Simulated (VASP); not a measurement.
Input of a VASP 6.6.1 run:

Contents of INCAR:

```
SYSTEM = GaH6
PREC = Accurate
ENCUT = 600
EDIFF = 1E-7
ISMEAR = 0
SIGMA = 0.1
LREAL = .FALSE.
LASPH = .TRUE.
NELM = 80
ALGO = Normal
ISIF = 3
LWAVE = .FALSE.
LCHARG = .FALSE.
GGA = PE
IBRION = 2
NSW = 90
EDIFFG = -0.04
```

The input KPOINTS:

```
regular mesh
0
G
  6 6 6
  0 0 0
```

The input POSCAR:

```
GaH6
1.0
   -2.5584430000      2.5584430000      2.5584430000
    2.5584430000     -2.5584430000      2.5584430000
    2.5584430000      2.5584430000     -2.5584430000
Ga H
1 6
Direct
    0.0000000000      0.0000000000      0.0000000000
    0.5000000000      0.7500000000      0.2500000000
    0.5000000000      0.2500000000      0.7500000000
    0.2500000000      0.5000000000      0.7500000000
    0.7500000000      0.5000000000      0.2500000000
    0.7500000000      0.2500000000      0.5000000000
    0.2500000000      0.7500000000      0.5000000000
```

Potentials or basis: VASP PAW PBE potentials, release 64 (Ga_d, H).

Launch:

```console
$ cat potpaw_PBE.64/Ga_d/POTCAR potpaw_PBE.64/H/POTCAR > POTCAR
$ mpirun -np 1 vasp_std > vasp.out
```

Problem. What does it give for the relaxed cell?

Solution. a = 3.682 Å, b = 3.682 Å, c = 3.682 Å, α = 109.47°, β = 109.47°, γ = 109.47°.

Problem. Estimate the band gap on the k mesh.

Solution. None (metal or under the smearing width).

Problem. Predict the space group after relaxing (to 0.05 Å).

Solution. Im-3m (No. 229).

Problem. Predict the relaxed volume.

Solution. 5.49 Å³/atom.

Final structure:
```yaml
crystal:
  lattice:
    - [-2.12568, 2.12568, 2.12568]
    - [2.12568, -2.12568, 2.12568]
    - [2.12568, 2.12568, -2.12568]
  atoms:
    - { symbol: Ga, position: [0.00000, 0.00000, 0.00000] }
    - { symbol: H, position: [0.50000, 0.75000, 0.25000] }
    - { symbol: H, position: [0.50000, 0.25000, 0.75000] }
    - { symbol: H, position: [0.25000, 0.50000, 0.75000] }
    - { symbol: H, position: [0.75000, 0.50000, 0.25000] }
    - { symbol: H, position: [0.75000, 0.25000, 0.50000] }
    - { symbol: H, position: [0.25000, 0.75000, 0.50000] }
```

Caveat: the volume moved by over 15 % at a fixed basis, so the end points are rough.
